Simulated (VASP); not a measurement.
Calculation: PBEsol GGA, VASP's PBE PAW potentials (set 64) (plane waves; VASP).

VASP ran on this input.

### INCAR
```
PSTRESS  =  100
EDIFFG  =  -0.02
GGA  =  PS
LASPH  =  T   # aspherical one-centre terms
LWAVE  =  F
ENCUT  =  620   # plane-wave cut-off (eV)
PREC  =  Accurate
EDIFF  =  1E-6   # SCF stop (eV)
SIGMA  =  0.05   # width (eV)
ALGO  =  Normal   # blocked Davidson
SYSTEM  =  BN
NELM  =  100
NSW  =  40   # most ionic steps
ISIF  =  3
IBRION  =  2
LCHARG  =  F
LREAL  =  F
ISMEAR  =  0   # Gaussian
```

**KPOINTS**
```
Automatic mesh
0
Gamma
13 13 13
0 0 0
```

**POSCAR**
```
BN
1.0
  0.0000000000   1.7885284189   1.7885284189
  1.7885284189   0.0000000000   1.7885284189
  1.7885284189   1.7885284189   0.0000000000
B N
1 1
Cart
  0.0000000000   0.0000000000   0.0000000000
  0.8942642094   0.8942642094   0.8942642094
```

POTCAR, in this order: B N (PBE.64 set). Program: vasp_std.

The run wrote:

OSZICAR:
```
       N       E                     dE             d eps       ncg     rms          rms(c)
DAV:   1     0.130398372059E+02    0.13040E+02   -0.57191E+03  1384   0.114E+03
DAV:   2    -0.190931239847E+02   -0.32133E+02   -0.30810E+02  1864   0.212E+02
DAV:   3    -0.193393703624E+02   -0.24625E+00   -0.24625E+00  1600   0.212E+01
DAV:   4    -0.193395919380E+02   -0.22158E-03   -0.22158E-03  1832   0.583E-01
DAV:   5    -0.193395920099E+02   -0.71914E-07   -0.71914E-07  1544   0.811E-03    0.672E+00
DAV:   6    -0.184587750462E+02    0.88082E+00   -0.31335E+00  1824   0.139E+01    0.336E+00
DAV:   7    -0.183636279121E+02    0.95147E-01   -0.11169E-01  1784   0.315E+00    0.189E+00
DAV:   8    -0.183421100588E+02    0.21518E-01   -0.43084E-02  1488   0.175E+00    0.194E-01
DAV:   9    -0.183421297722E+02   -0.19713E-04   -0.39743E-04  1360   0.243E-01    0.773E-02
DAV:  10    -0.183421446042E+02   -0.14832E-04   -0.71438E-05  1928   0.935E-02    0.136E-02
DAV:  11    -0.183421460797E+02   -0.14755E-05   -0.25164E-06  1448   0.155E-02    0.490E-03
DAV:  12    -0.183421461264E+02   -0.46719E-07   -0.60472E-07   672   0.692E-03
   1 F= -.17627967E+02 E0= -.17627967E+02  d E =-.176280E+02
```

### OUTCAR
```
------------------------ aborting loop because EDIFF is reached ----------------------------------------
  FORCE on cell =-STRESS in cart. coord.  units (eV):
  Direction    XX          YY          ZZ          XY          YZ          ZX
  --------------------------------------------------------------------------------------
  Total        0.7146784      0.7146784      0.7146784     -0.0000000      0.0000000     -0.0000000
  in kB      100.0699606    100.0699606    100.0699606     -0.0000000      0.0000000     -0.0000000
  external PRESSURE =       0.0699606 kB  Pullay stress =     100.0000000 kB
  volume of cell :       11.44
      direct lattice vectors                 reciprocal lattice vectors
     0.000000000  1.788528419  1.788528419    -0.279559438  0.279559438  0.279559438
     1.788528419  0.000000000  1.788528419     0.279559438 -0.279559438  0.279559438
     1.788528419  1.788528419  0.000000000     0.279559438  0.279559438 -0.279559438
  FREE ENERGIE OF THE ION-ELECTRON SYSTEM (eV)
  ---------------------------------------------------
  free  energy   TOTEN  =       -18.3421461264 eV

  energy  without entropy=      -18.3421461264  energy(sigma->0) =      -18.34214613
  enthalpy is  TOTEN    =       -17.6279673349 eV   P V=        0.7141787915

 reached required accuracy - stopping structural energy minimisation
```
(Selected blocks of OUTCAR.)

The structure was generated: BN was put into the zinc blende type (F-43m), which need not be its known phase. It was relaxed first under an external pressure of 10 GPa.
